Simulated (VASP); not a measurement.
Input:

```
LiH
1.0
    0.00000     2.00037     2.00037
    2.00037     0.00000     2.00037
    2.00037     2.00037     0.00000
Li H
1 1
Direct
  0.00000   0.00000   0.00000
  0.50000   0.50000   0.50000
```

Calculation: optB88-vdW, VASP's PBE PAW potentials (set 64) (plane waves; VASP 6.6.1). Numerical set-up: 520 eV cut-off, 13×13×13 Γ-centred mesh, tetrahedra with Blöchl corrections, potentials Li_sv H.

**Question.** What does the run give for the energy per atom (σ→0)?

**Answer.** 
The energy per atom (σ→0) comes out as -2.705 eV/atom.

The absolute energy has meaning only against runs of the same code, potentials and settings.

The compound is LiH in the rock salt structure. It was relaxed first, which changed the volume by -6 %.
